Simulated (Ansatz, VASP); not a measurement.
# TePtSe in two plane-wave programs, part 2 of 2

Aim: how closely do two programs agree when they are given the same cell, functional and k mesh? The cell is taken from a series of runs on this material, whose earlier steps may have relaxed, scaled, displaced or heated it; both programs get it as it stands.

VASP 6.6.1 and Ansatz 0.2.0.

So far: Set-up; VASP: zone-centre phonons, PBEsol.

### 3. Ansatz: zone-centre phonons, PBEsol

Level of this step: Ansatz beside VASP: Kohn-Sham DFT, plane waves, PBEsol (Ansatz).

Ansatz runs on its PAW soft_1 files.

The same cell, functional and mesh now go to Ansatz, which takes its cutoff from its data sets.

The input, input.yaml:

```yaml
crystal:
  lattice:
    - [3.9558025127, 0.0, 0.0]
    - [-1.9779012564, 3.4258254683, 0.0]
    - [0.0, 0.0, 30.0]
  atoms:
    - { symbol: Pt, position: [0.0, 0.0, 0.333413938] }
    - { symbol: Se, position: [0.3333333333, 0.6666666667, 0.37400627] }
    - { symbol: Te, position: [0.6666666667, 0.3333333333, 0.2892464586] }
  periodic: [true, true, false]
kpoints:
  mp_grid: { grid: [9, 9, 1] }
hamiltonian:
  xc: pbesol
  pseudopotentials: { kind: paw, azcp: { folder: soft_1 }, xc_functional: pbe }
scf:
  occupations: { method: fixed }
output:
  eigenvalues: true
phonons:
  method: dfpt
```

Started as:

```sh
> ansatz run input.yaml --threads 4 --pin off --max-ram 16384MiB --backend cpu --events-out ev --progress --plain --runs-dir out
```

Numbers of over 12 decimals in the logs are rounded to 6 here.

The log of the run:

```text
Engine: ansatz 0.2.0, aarch64-unknown-linux-gnu
Pseudopotentials: kind: paw
Pseudopotential: Pt, paw, valence charge 18, recommended cutoff 420 eV (normal), soft_1/Pt.paw.azcp
Pseudopotential: Se, paw, valence charge 16, recommended cutoff 420 eV (normal), soft_1/Se.paw.azcp
Pseudopotential: Te, paw, valence charge 16, recommended cutoff 420 eV (normal), soft_1/Te.paw.azcp
Functional definition: PBEsol
  exchange = pbesol_x
  correlation = pbesol_c
Crystal: 3 atoms, lattice volume = 406.557 Å³
Basis set: ecut = 420 eV, 8033 PW (Γ), exchange–correlation on 54×54×432 points (8 copies of the dense FFT grid, shifted against one another)
Bands: 30, of which v1, the nominal top of the filled ones, is band 25 counted from 1 (24 counted from 0)
Symmetry: 6 space group operations
k-points: 25 of 81 (irreducible under 2 space group operations, time reversal used)
Non-local potential: Pt, projectors of the file, l = 0: 3, l = 1: 2, l = 2: 2, l = 3: 1
Non-local potential: Se, projectors of the file, l = 0: 2, l = 1: 2, l = 2: 3, l = 3: 1
Non-local potential: Te, projectors of the file, l = 0: 2, l = 1: 2, l = 2: 2, l = 3: 1
PAW form: soft (Blöchl's): semilocal exchange-correlation on the pseudo side does not see the compensation charge
PAW frozen core: Pt, regenerated for the run's functional, and the local potential with it (the file was generated under x = pbe(κ = 0.804, μ = 0.219515), c = pbe(β = 0.066725))
PAW frozen core: Se, regenerated for the run's functional, and the local potential with it (the file was generated under x = pbe(κ = 0.804, μ = 0.219515), c = pbe(β = 0.066725))
PAW frozen core: Te, regenerated for the run's functional, and the local potential with it (the file was generated under x = pbe(κ = 0.804, μ = 0.219515), c = pbe(β = 0.066725))
PAW one-centre angular grid: Pt, 590 points (default); XC on 64 Gauss nodes
PAW one-centre angular grid: Se, 590 points (default); XC on 64 Gauss nodes
PAW one-centre angular grid: Te, 590 points (default); XC on 64 Gauss nodes
Initial density: superposition of atomic densities (neutral atoms: chi_scale 0, normalization atom)
Initial wavefunctions: pseudopotential atomic-orbital guess
Functional: x = pbesol(κ = 0.804, μ = 0.123457), c = pbesol(β = 0.046)
SCF iter   1: F=—  HF=-24712.833959 eV  |F-HF|=—  |Δ(HF+E_count)|=         —  Δρ=2.84e-2  dr2=3.86e0  ethr=3.10e-3  ⟨swp⟩=7.1  Hψ=3330  notcnv=0  defer=74
preconditioner: auto → Resta (q_TF=auto, 1.924 Å⁻¹)  ε∞=2.0  [insulator: Δε(μ)=1.473 eV  Ē_g=8.806 eV  n_scr=48 (ndim 8)  ℏωp=8.6 eV  f_vac=0.784  ε∞_Penn≈2.0  vacuum switching on, ρ_ref=5.6e-3 e/Å³]
SCF iter   2: F=—  HF=-24712.750213 eV  |F-HF|=—  |Δ(HF+E_count)|=   8.37e-2  Δρ=1.93e-2  dr2=4.89e0  ethr=3.10e-3  ⟨swp⟩=4.2  Hψ=2014  notcnv=0  defer=75
SCF iter   3: F=—  HF=-24712.164327 eV  |F-HF|=—  |Δ(HF+E_count)|=   5.86e-1  Δρ=7.87e-3  dr2=7.12e-1  ethr=3.10e-3  ⟨swp⟩=4.1  Hψ=1512  notcnv=0  defer=75
SCF iter   4: F=—  HF=-24712.101825 eV  |F-HF|=—  |Δ(HF+E_count)|=   6.25e-2  Δρ=5.83e-3  dr2=1.21e-1  ethr=1.42e-3  ⟨swp⟩=3.8  Hψ=1220  notcnv=0  defer=75
SCF iter   5: F=—  HF=-24712.085152 eV  |F-HF|=—  |Δ(HF+E_count)|=   1.67e-2  Δρ=1.96e-3  dr2=2.95e-2  ethr=2.41e-4  ⟨swp⟩=2.6  Hψ=1098  notcnv=0  defer=75
SCF iter   6: F=—  HF=-24712.082801 eV  |F-HF|=—  |Δ(HF+E_count)|=   2.35e-3  Δρ=3.05e-4  dr2=2.28e-4  ethr=5.91e-5  ⟨swp⟩=3.6  Hψ=1093  notcnv=0  defer=75
SCF iter   7: F=—  HF=-24712.082914 eV  |F-HF|=—  |Δ(HF+E_count)|=   1.13e-4  Δρ=9.43e-5  dr2=5.67e-5  ethr=4.56e-7  ⟨swp⟩=4.0  Hψ=1857  notcnv=0  defer=75
SCF iter   8: F=—  HF=-24712.082910 eV  |F-HF|=—  |Δ(HF+E_count)|=   4.34e-6  Δρ=2.04e-5  dr2=5.70e-6  ethr=1.13e-7  ⟨swp⟩=3.2  Hψ=1445  notcnv=0  defer=75
SCF iter   9: F=—  HF=-24712.082905 eV  |F-HF|=—  |Δ(HF+E_count)|=   4.33e-6  Δρ=6.42e-6  dr2=1.79e-7  ethr=1.14e-8  ⟨swp⟩=2.4  Hψ=1358  notcnv=0  defer=75
SCF iter  10: F=—  HF=-24712.083011 eV  |F-HF|=—  |Δ(HF+E_count)|=   1.05e-4  Δρ=2.00e-6  dr2=2.11e-8  ethr=3.58e-10  ⟨swp⟩=3.1  Hψ=1635  notcnv=0  defer=75
SCF iter  11: F=—  HF=-24712.083011 eV  |F-HF|=—  |Δ(HF+E_count)|=   4.08e-9  Δρ=5.72e-7  dr2=3.95e-9  ethr=4.22e-11  ⟨swp⟩=3.2  Hψ=1510  notcnv=0  defer=74
SCF iter  12: F=—  HF=-24712.083011 eV  |F-HF|=—  |Δ(HF+E_count)|=   1.46e-9  Δρ=4.26e-7  dr2=1.63e-9  ethr=7.90e-12  ⟨swp⟩=3.1  Hψ=1185  notcnv=0  defer=74
SCF iter  13: F=-24712.083011 eV  HF=-24712.083011 eV  |F-HF|=2.07e-10  |Δ(HF+E_count)|=  2.91e-10  Δρ=9.88e-8  dr2=9.88e-11  ethr=1.00e-12  ⟨swp⟩=29.0  Hψ=8166  notcnv=0
SCF 1 converged in 13 iterations: F = -24712.083011 eV  dr2 = 9.88e-11
  greatest PAW one-centre occupation: 1.000 electrons in one spin orbital (limit 2), on the Pt atom at site 0 (counted from 0), in its partial waves of l = 0
DFPT response loops at Γ: preconditioner auto → none (the input reference at scf.mixing.eps_inf says where Resta's filter doesn't serve); β = 0.50; Broyden in place of MSR1
SCF converged after 13 iterations
Free energy (F): -24712.083011 eV
Harris-Foulkes:  -24712.083011 eV  (|F-HF|=2.07e-10)
Internal energy: -24712.083011 eV  (E = F + TS)
E sigma→0 (E₀):  -24712.083011 eV
Fermi energy:    -5.277618 eV
--- Per-component energies (eV) ---
  E_band       = -1725.455140
  E_kinetic    = 878.330298
  E_local      = -109742.253899  (includes V_loc(G=0)·N_el)
  E_nonlocal   = -77.410447
  E_hartree    = 54292.188043
  E_xc         = -436.134542
  E_vxc        = -461.815019  (∫ρ·V_xc dr)
  E_paw        = -16026.239625  (= ΣΔE_a)
  E_vpaw       = -906.681498  (= ΣTr[D̂ρ^β])
  E_aug_tail   = 0.000817  (compensation charges beyond the density's cutoff)
  E_ewald      = 46397.766050
  E_core_change = 1.670294  (= ΣΔE_core)
  E_smearing   = -0.000000  (= −TS)
  E_closure    = 0.000000  (closes the sum)
  Σ components = -24712.083011   (vs F -24712.083011, Δ=0.00e0)
--- Band table (eV; the first three rows and the last of 25) ---
  k-point 0: bands = [... 21 lower, -6.7887, -5.7649, -5.4904, -5.4904, -2.6924, -2.6924, -1.4581 (-1.4582°), -0.4642, ... 1 higher]
  k-point 1: bands = [... 21 lower, -7.1306, -5.7481, -5.5697, -5.5087, -3.4742, -2.8695, -1.0374 (-1.0376°), -0.1468, ... 1 higher]
  k-point 2: bands = [... 21 lower, -7.6707, -6.1509, -5.9418, -5.2962, -4.3505, -3.0452, -0.6181 (-0.6181°), -0.3286, ... 1 higher]
  k-point 24: bands = [... 21 lower, -8.0020, -7.0883, -6.9363, -5.7444, -4.1009, -3.5195, -0.2158 (-0.2158°), 0.6785, ... 1 higher]
  ° read free of the cell's end (the report's vacuum.weakly_bound_levels)
--- Phonons (Γ-DFPT): 6 representative perturbations + reference, on 25 of 81 k-points (Σ response iterations 28) ---
  k mesh reduced under 2 symmetry operations, with k and −k counted as one. Each operation leaves every solved perturbation unchanged. A smaller set is not used because it would not reduce the number of displacements times k-points to solve
  ASR residual: 2.703e-4 → 0.000e0 eV/Å²; symmetrization residual: 8.806e-5 eV/Å²
  ASR residual per site (eV/Å²): 2.70e-4 8.63e-5 6.56e-5
  Γ frequencies (cm⁻¹): 0.00 0.00 0.00 147.93 147.93 168.18 181.75 181.75 201.93
  non-analytic LO–TO correction: not included (Born effective charges unavailable; polar crystals: no LO–TO splitting at Γ)
```

### 4. Differences

Known differences besides the potentials themselves: fixed occupations in Ansatz, narrow Gaussian smearing in VASP; Ansatz cuts the interaction across the vacuum, VASP repeats the sheet without a dipole correction; the data sets hold 50 valence electrons in Ansatz (on its PAW soft_1 files) and 22 in VASP; the cutoff is 420 eV in Ansatz and 500 eV in VASP; Ansatz makes its cores anew for this functional, VASP keeps those of its PBE data sets. Total energies have different zeros and are not compared.

Both answers:

```
                  quantity  Ansatz   VASP  difference
optical mode 1 to 2 (cm⁻¹)   147.9  148.1     -0.11 %
     optical mode 3 (cm⁻¹)   168.2  168.6     -0.27 %
optical mode 4 to 5 (cm⁻¹)   181.8  182.2     -0.26 %
     optical mode 6 (cm⁻¹)   201.9  202.3     -0.19 %
```

Modes are paired by rising frequency, not by their patterns, so a pair may set unlike modes beside each other; they are those without the splitting of longitudinal modes. Where the cell holds vacuum, a pressure given here is an average over it and none of the material.

### 5. Outcome

| Item | Value |
| --- | --- |
| r.m.s. difference of the optical zone-centre modes, each program's sorted by frequency (zone-centre phonons, PBEsol) | 0.38 cm⁻¹ |

The r.m.s. difference of the optical zone-centre modes, each program's sorted by frequency is 0.38 cm⁻¹ (zone-centre phonons, PBEsol). The data sets hold unlike numbers of valence electrons (50 in Ansatz and 22 in VASP), so part of the differences may come from the potentials. How closely two codes agree says nothing of how well the functional describes the real material.

[Lines on the potential files, build, host, timing and source positions are cut from VASP's logs without a mark.]

[Logs are printed without paths, hosts, clocks, repeated set-up lines and the standing remarks that a program may print on its own settings, such as how far it seeks lower states.]

[Hosts, paths, dates, database ids (printed as entryN), source tags and the programs' standing remarks are cut or masked in the printed files.]
